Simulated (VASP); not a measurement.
Input:

```xyz
2
Lattice="1.7500 -3.0311 0.0000 1.7500 3.0311 0.0000 0.0000 0.0000 5.5500" Properties=species:S:1:pos:R:3 pbc="T T T"
Lu     1.7500     1.0104     1.3875
Lu     1.7500    -1.0104     4.1625
```

The numbers are results of PBE GGA, VASP's PBE PAW potentials (set 64) (plane waves; VASP), not measurements. Numerical set-up: LREAL = Auto, 400 eV cut-off, 11×11×6 Γ-centred mesh, first-order Methfessel-Paxton smearing of 0.10 eV, potentials Lu_3.

### Question
Predict the energy per atom (σ→0), band gap (on the k-mesh) with the smallest direct gap where there is one.

### Answer

- band gap (on the k-mesh): none (metal, semimetal or under 0.01 eV)
- energy per atom (σ→0): -4454 meV/atom

The absolute energy has meaning only against runs of the same code, potentials and settings.

The compound is Lu in the hcp structure. The cell was not relaxed at this level. The run is one of a series of settings (LREAL = Auto against the base run), some of them coarse on purpose.
